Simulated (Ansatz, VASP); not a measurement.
# Ce3GaBr3 in two plane-wave programs, part 2 of 3

Wanted: the spread between two codes on one cell, functional and k mesh.

VASP 6.6.1 and Ansatz 0.2.0.

So far: Starting point; VASP: relaxation of cell and atoms, PBEsol, DFT+U.

In doubt: warnings of the run leave room for a lower electronic state, so energies may not be the lowest and differences between runs may mislead; a part-filled 4f shell, where there is one, can sit in one of many states, so energies may not be the lowest and differences between runs may mislead; derivatives with an open 4f shell can jump between states, which bears on forces and vibrations.

## 2. VASP: relaxation of cell and atoms, PBEsol, DFT+U (continued)

Level of this step: PBEsol, DFT+U (Ce f 8 eV), spin-polarised from a ferromagnetic start; plane waves and PAW (Ce, Br, Ga) (VASP).

Parts of OUTCAR (step 2):

```text
ion  position               nearest neighbor table
   1  0.500  0.000  0.500-   7 3.00   7 3.00
   2  0.000  0.500  0.500-   7 3.00   7 3.00
   3  0.500  0.500  0.000-   7 3.00   7 3.00
   4  0.000  0.000  0.500-
   5  0.000  0.500  0.000-
   6  0.500  0.000  0.000-
   7  0.500  0.500  0.500-   1 3.00   2 3.00   3 3.00   3 3.00   1 3.00   2 3.00

  LATTYP: Found a simple cubic cell.
 ALAT       =     6.0043000000

 Subroutine GETGRP returns: Found 48 space group operations
 (whereof 48 operations were pure point group operations)

The static configuration has the point symmetry O_h .

 Found      4 irreducible k-points:

   k-points           NKPTS =      4   k-points in BZ     NKDIM =      4   number of bands    NBANDS=     40

   dimension x,y,z NGX =    40 NGY =   40 NGZ =   40
   dimension x,y,z NGXF=    80 NGYF=   80 NGZF=   80

   ENCUT  =  360.0 eV  26.46 Ry    5.14 a.u.   9.29  9.29  9.29*2*pi/ulx,y,z

   NELECT =      60.0000    total number of electrons

 k-points in reciprocal lattice and weights: Automatic mesh
   0.00000000  0.00000000  0.00000000       0.037
   0.33333333  0.00000000  0.00000000       0.222
   0.33333333  0.33333333  0.00000000       0.444
   0.33333333  0.33333333  0.33333333       0.296

atom =   1  type =  1  l = 3

 onsite density matrix

spin component  1

  0.0030  0.0000  0.0003 -0.0000 -0.0000 -0.0000 -0.0000
  0.0000  0.0012  0.0000 -0.0000 -0.0000  0.0000 -0.0000
  0.0003  0.0000  0.0029 -0.0000  0.0000  0.0000  0.0000
 -0.0000 -0.0000 -0.0000  0.2761 -0.0000 -0.2249  0.0000
 -0.0000 -0.0000  0.0000 -0.0000  0.4415  0.0000 -0.0968
 -0.0000  0.0000  0.0000 -0.2249  0.0000  0.1924  0.0000
 -0.0000 -0.0000  0.0000  0.0000 -0.0968  0.0000  0.0270

spin component  2

  0.0029 -0.0000 -0.0000 -0.0000  0.0000 -0.0000 -0.0000
 -0.0000  0.0007 -0.0000  0.0000  0.0000 -0.0000  0.0000
 -0.0000 -0.0000  0.0029 -0.0000 -0.0000  0.0000  0.0000
 -0.0000  0.0000 -0.0000  0.0065  0.0000  0.0010 -0.0000
  0.0000  0.0000 -0.0000  0.0000  0.0033 -0.0000 -0.0014
 -0.0000 -0.0000  0.0000  0.0010 -0.0000  0.0030 -0.0000
 -0.0000  0.0000  0.0000 -0.0000 -0.0014 -0.0000  0.0062

 occupancies and eigenvectors

  o =  0.0007  v =  0.0000  0.0000  0.0000  0.0000  0.0000  0.0000  0.0000 -0.0000 -1.0000 -0.0000  0.0000  0.0000 -0.0000  0.0000      0.0000  0.0000  0.0000  0.0000  0.0000  0.0000  0.0000  0.0000  0.0000  0.0000  0.0000  0.0000  0.0000  0.0000
  o =  0.0012  v =  0.0000 -1.0000 -0.0000 -0.0000  0.0000 -0.0000  0.0000  0.0000  0.0000  0.0000  0.0000  0.0000  0.0000  0.0000      0.0000  0.0000  0.0000  0.0000  0.0000  0.0000  0.0000  0.0000  0.0000  0.0000  0.0000  0.0000  0.0000  0.0000
  o =  0.0027  v = -0.6124 -0.0000  0.7906 -0.0000  0.0000 -0.0000  0.0000  0.0000  0.0000  0.0000  0.0000  0.0000  0.0000  0.0000      0.0000  0.0000  0.0000  0.0000  0.0000  0.0000  0.0000  0.0000  0.0000  0.0000  0.0000  0.0000  0.0000  0.0000
  o =  0.0027  v =  0.0000  0.0000  0.0000  0.0000  0.0000  0.0000  0.0000  0.0000 -0.0000  0.0000  0.0007 -0.9238 -0.0027 -0.3830      0.0000  0.0000  0.0000  0.0000  0.0000  0.0000  0.0000  0.0000  0.0000  0.0000  0.0000  0.0000  0.0000  0.0000
  o =  0.0027  v =  0.0000  0.0000  0.0000  0.0000  0.0000  0.0000  0.0000  0.0000  0.0000  0.0000  0.2629  0.0026 -0.9648  0.0011      0.0000  0.0000  0.0000  0.0000  0.0000  0.0000  0.0000  0.0000  0.0000  0.0000  0.0000  0.0000  0.0000  0.0000
  o =  0.0029  v =  0.0000  0.0000  0.0000  0.0000  0.0000  0.0000  0.0000  0.7906 -0.0000  0.6124 -0.0000  0.0000  0.0000  0.0000      0.0000  0.0000  0.0000  0.0000  0.0000  0.0000  0.0000  0.0000  0.0000  0.0000  0.0000  0.0000  0.0000  0.0000
  o =  0.0029  v =  0.0000  0.0000  0.0000  0.0000  0.0000  0.0000  0.0000 -0.6124 -0.0000  0.7906 -0.0000 -0.0000  0.0000 -0.0000      0.0000  0.0000  0.0000  0.0000  0.0000  0.0000  0.0000  0.0000  0.0000  0.0000  0.0000  0.0000  0.0000  0.0000
  o =  0.0032  v = -0.7906  0.0000 -0.6124  0.0000 -0.0000  0.0000 -0.0000  0.0000  0.0000  0.0000  0.0000  0.0000  0.0000  0.0000      0.0000  0.0000  0.0000  0.0000  0.0000  0.0000  0.0000  0.0000  0.0000  0.0000  0.0000  0.0000  0.0000  0.0000
  o =  0.0055  v =  0.0000  0.0000 -0.0000  0.0026  0.2167  0.0031  0.9762  0.0000  0.0000  0.0000  0.0000  0.0000  0.0000  0.0000      0.0000  0.0000  0.0000  0.0000  0.0000  0.0000  0.0000  0.0000  0.0000  0.0000  0.0000  0.0000  0.0000  0.0000
  o =  0.0055  v =  0.0000  0.0000 -0.0000 -0.6391  0.0009 -0.7691  0.0040  0.0000  0.0000  0.0000  0.0000  0.0000  0.0000  0.0000      0.0000  0.0000  0.0000  0.0000  0.0000  0.0000  0.0000  0.0000  0.0000  0.0000  0.0000  0.0000  0.0000  0.0000
  o =  0.0068  v =  0.0000  0.0000  0.0000  0.0000  0.0000  0.0000  0.0000  0.0000  0.0000 -0.0000 -0.0010  0.3830 -0.0003 -0.9238      0.0000  0.0000  0.0000  0.0000  0.0000  0.0000  0.0000  0.0000  0.0000  0.0000  0.0000  0.0000  0.0000  0.0000
[...]
o =  0.0027  v =  0.0000 -0.0000  0.0000 -0.0000  0.0000 -1.0000 -0.0000  0.0000  0.0000  0.0000  0.0000  0.0000  0.0000  0.0000      0.0000  0.0000  0.0000  0.0000  0.0000  0.0000  0.0000  0.0000  0.0000  0.0000  0.0000  0.0000  0.0000  0.0000
  o =  0.0027  v =  0.0000  0.0000  0.0000  0.0000  0.0000  0.0000  0.0000 -0.6128 -0.0000  0.4617 -0.0000  0.3859  0.0000  0.5122      0.0000  0.0000  0.0000  0.0000  0.0000  0.0000  0.0000  0.0000  0.0000  0.0000  0.0000  0.0000  0.0000  0.0000
  o =  0.0027  v =  0.0000  0.0000  0.0000  0.0000  0.0000  0.0000  0.0000 -0.5122 -0.0000  0.3859  0.0000 -0.4617 -0.0000 -0.6128      0.0000  0.0000  0.0000  0.0000  0.0000  0.0000  0.0000  0.0000  0.0000  0.0000  0.0000  0.0000  0.0000  0.0000
  o =  0.0029  v =  0.0000  0.0000  0.0000  0.0000  0.0000  0.0000  0.0000  0.0000  0.0000 -0.0000  1.0000  0.0000 -0.0000  0.0000      0.0000  0.0000  0.0000  0.0000  0.0000  0.0000  0.0000  0.0000  0.0000  0.0000  0.0000  0.0000  0.0000  0.0000
  o =  0.0029  v =  0.0000  0.0000  0.0000  0.0000  0.0000  0.0000  0.0000 -0.0000 -0.0000  0.0000 -0.0000  0.0000 -1.0000  0.0000      0.0000  0.0000  0.0000  0.0000  0.0000  0.0000  0.0000  0.0000  0.0000  0.0000  0.0000  0.0000  0.0000  0.0000
  o =  0.0032  v = -0.0000 -0.0000 -0.0000  1.0000 -0.0000 -0.0000  0.0000  0.0000  0.0000  0.0000  0.0000  0.0000  0.0000  0.0000      0.0000  0.0000  0.0000  0.0000  0.0000  0.0000  0.0000  0.0000  0.0000  0.0000  0.0000  0.0000  0.0000  0.0000
  o =  0.0055  v = -0.0001 -0.0000 -0.0020 -0.0000 -0.9994 -0.0000  0.0343  0.0000  0.0000  0.0000  0.0000  0.0000  0.0000  0.0000      0.0000  0.0000  0.0000  0.0000  0.0000  0.0000  0.0000  0.0000  0.0000  0.0000  0.0000  0.0000  0.0000  0.0000
  o =  0.0055  v =  0.0343 -0.0000  0.9994  0.0000 -0.0020  0.0000  0.0001  0.0000  0.0000  0.0000  0.0000  0.0000  0.0000  0.0000      0.0000  0.0000  0.0000  0.0000  0.0000  0.0000  0.0000  0.0000  0.0000  0.0000  0.0000  0.0000  0.0000  0.0000
  o =  0.0068  v =  0.0000  0.0000  0.0000  0.0000  0.0000  0.0000  0.0000  0.2187 -0.0000  0.2902 -0.0000  0.7441  0.0000 -0.5606      0.0000  0.0000  0.0000  0.0000  0.0000  0.0000  0.0000  0.0000  0.0000  0.0000  0.0000  0.0000  0.0000  0.0000
  o =  0.0068  v =  0.0000  0.0000  0.0000  0.0000  0.0000  0.0000  0.0000 -0.5606  0.0000 -0.7441 -0.0000  0.2902 -0.0000 -0.2187      0.0000  0.0000  0.0000  0.0000  0.0000  0.0000  0.0000  0.0000  0.0000  0.0000  0.0000  0.0000  0.0000  0.0000
  o =  0.4630  v =  0.9994 -0.0000 -0.0343 -0.0000  0.0000  0.0000 -0.0000  0.0000  0.0000  0.0000  0.0000  0.0000  0.0000  0.0000      0.0000  0.0000  0.0000  0.0000  0.0000  0.0000  0.0000  0.0000  0.0000  0.0000  0.0000  0.0000  0.0000  0.0000
  o =  0.4630  v =  0.0000  0.0000  0.0000  0.0000  0.0343 -0.0000  0.9994  0.0000  0.0000  0.0000  0.0000  0.0000  0.0000  0.0000      0.0000  0.0000  0.0000  0.0000  0.0000  0.0000  0.0000  0.0000  0.0000  0.0000  0.0000  0.0000  0.0000  0.0000

 average (electrostatic) potential at core
       1 -79.3685       2 -79.3685       3 -79.3685       4 -62.5414       5 -62.5414
       6 -62.5414       7 -10.9854

 E-fermi :   5.5189

 spin component 1
 k-point     1 :       0.0000    0.0000    0.0000
  band No.  band energies     occupation
    ...
     24       0.7489      1.00000
     25       0.7489      1.00000
     26       4.1237      1.00000
     27       4.1237      1.00000
     28       4.1237      1.00000
     29       5.6181      0.00249
     30       5.6181      0.00249
     31       5.6181      0.00249
     32       5.6644      0.00002
     33       5.6644      0.00002
    ...

 k-point     2 :       0.3333    0.0000    0.0000
  band No.  band energies     occupation
    ...
     25       0.6105      1.00000
     26       4.3239      1.00000
     27       4.3607      1.00000
     28       4.5702      1.00000
     29       4.5702      1.00000
     30       5.5411      0.26479
     31       5.5770      0.05011
     32       5.5770      0.05011
     33       5.5951      0.01557
     34       5.6353      0.00050
    ...

 k-point     3 :       0.3333    0.3333    0.0000
  band No.  band energies     occupation
    ...
     28       4.1346      1.00000
     29       5.2837      1.00000
     30       5.4521      0.97045
     31       5.4871      0.81542
     32       5.5049      0.65302
     33       5.5683      0.08098
     34       5.5687      0.07924
     35       5.6908      0.00000
     36       6.2287      0.00000
     37       6.5275      0.00000
    ...

 k-point     4 :       0.3333    0.3333    0.3333
  band No.  band energies     occupation
    ...
     31       5.4411      0.98609
     32       5.4971      0.73062
     33       5.4971      0.73062
     34       5.5015      0.68849
     35       6.4066      0.00000
     36       6.4066      0.00000
     37       6.8390      0.00000
     38       6.9424      0.00000
     39       7.4051      0.00000
     40       7.4051      0.00000
    ...

 spin component 2
 k-point     1 :       0.0000    0.0000    0.0000
  band No.  band energies     occupation
    ...
     24       0.8190      1.00000
     25       0.8190      1.00000
     26       4.1848      1.00000
     27       4.1848      1.00000
     28       4.1848      1.00000
     29       6.3947      0.00000
     30       6.3947      0.00000
     31       6.3947      0.00000
     32       6.4772      0.00000
     33       6.4894      0.00000
    ...

 k-point     2 :       0.3333    0.0000    0.0000
  band No.  band energies     occupation
    ...
     25       0.6712      1.00000
     26       4.3698      1.00000
     27       4.4163      1.00000
     28       4.6342      1.00000
     29       4.6342      1.00000
     30       6.0143      0.00000
     31       6.2423      0.00000
     32       6.2423      0.00000
     33       6.9568      0.00000
     34       6.9620      0.00000
    ...

  Total       -0.0679708     -0.0679708     -0.0679708      0.0000000      0.0000000     -0.0000000
  in kB       -0.5130742     -0.5130742     -0.5130742      0.0000000      0.0000000     -0.0000000
  external PRESSURE =      -0.5130742 kB  Pullay stress =       0.0000000 kB

  energy-cutoff  :      360.00
  volume of cell :      212.25
      direct lattice vectors                 reciprocal lattice vectors
     5.965097213  0.000000000  0.000000000     0.167641861  0.000000000  0.000000000
    -0.000000000  5.965097213  0.000000000    -0.000000000  0.167641861 -0.000000000
    -0.000000000  0.000000000  5.965097213    -0.000000000 -0.000000000  0.167641861

 POSITION                                       TOTAL-FORCE (eV/Angst)
 -----------------------------------------------------------------------------------
      2.98255      0.00000      2.98255        -0.000000      0.000000      0.000000
     -0.00000      2.98255      2.98255        -0.000000      0.000000      0.000000
      2.98255      2.98255      0.00000         0.000000     -0.000000      0.000000
     -0.00000      0.00000      2.98255        -0.000000      0.000000      0.000000
     -0.00000      2.98255      5.96510        -0.000000      0.000000      0.000000
      2.98255      0.00000      0.00000        -0.000000      0.000000      0.000000
      2.98255      2.98255      2.98255         0.000000     -0.000000      0.000000
 -----------------------------------------------------------------------------------
    total drift:                                0.000000      0.000000     -0.000000

  FREE ENERGIE OF THE ION-ELECTRON SYSTEM (eV)
  ---------------------------------------------------
  free  energy   TOTEN  =       -28.3119411947 eV

  energy  without entropy=      -28.2757326224  energy(sigma->0) =      -28.29383691

 reached required accuracy - stopping structural energy minimisation

 total charge
# of ion       s       p       d       f       tot
--------------------------------------------------
    1        1.989   5.688   0.899   0.968   9.544
    2        1.989   5.688   0.899   0.968   9.544
    3        1.989   5.688   0.899   0.968   9.544
    4        1.596   3.259   0.032   0.000   4.887
    5        1.596   3.259   0.032   0.000   4.887
    6        1.596   3.259   0.032   0.000   4.887
    7        1.229   1.223   0.053   0.000   2.505
--------------------------------------------------
tot         11.982  28.065   2.846   2.903  45.797

 magnetization (x)
# of ion       s       p       d       f       tot
--------------------------------------------------
    1       -0.003  -0.003   0.006   0.919   0.918
    2       -0.003  -0.003   0.006   0.919   0.918
    3       -0.003  -0.003   0.006   0.919   0.918
    4       -0.002  -0.020   0.004   0.000  -0.018
    5       -0.002  -0.020   0.004   0.000  -0.018
    6       -0.002  -0.020   0.004   0.000  -0.018
    7       -0.002  -0.009  -0.002   0.000  -0.013
--------------------------------------------------
tot         -0.015  -0.079   0.027   2.756   2.689

[... 2 further parts left out ...]
```

CONTCAR:

```
Ce3GaBr3
   1.00000000000000
     5.9650972134259197    0.0000000000000000    0.0000000000000000
    -0.0000000000000000    5.9650972134259197    0.0000000000000000
    -0.0000000000000000    0.0000000000000000    5.9650972134259197
  Ce              Br              Ga
     3     3     1
Direct
     0.5000000000000000    0.0000000000000000    0.5000000000000000
     0.0000000000000000    0.5000000000000000    0.5000000000000000
     0.5000000000000000    0.5000000000000000    0.0000000000000000
     0.0000000000000000    0.0000000000000000    0.5000000000000000
     0.0000000000000000    0.5000000000000000    1.0000000000000000
     0.5000000000000000    0.0000000000000000    0.0000000000000000
     0.5000000000000000    0.5000000000000000    0.5000000000000000
```

DFT+U on an f shell has many metastable occupations, and no search among them was made. The data set Ga keeps the semicore shell frozen, which is cheaper and a little less accurate.

(Part 2 of 3 ends here.)

[Lines on the potential files, build, host, timing and source positions are cut from VASP's logs without a mark.]

[Logs are printed without paths, hosts, clocks, repeated set-up lines and the standing remarks that a program may print on its own settings, such as how far it seeks lower states.]

[Hosts, paths, dates, database ids (printed as entryN), source tags and the programs' standing remarks are cut or masked in the printed files.]
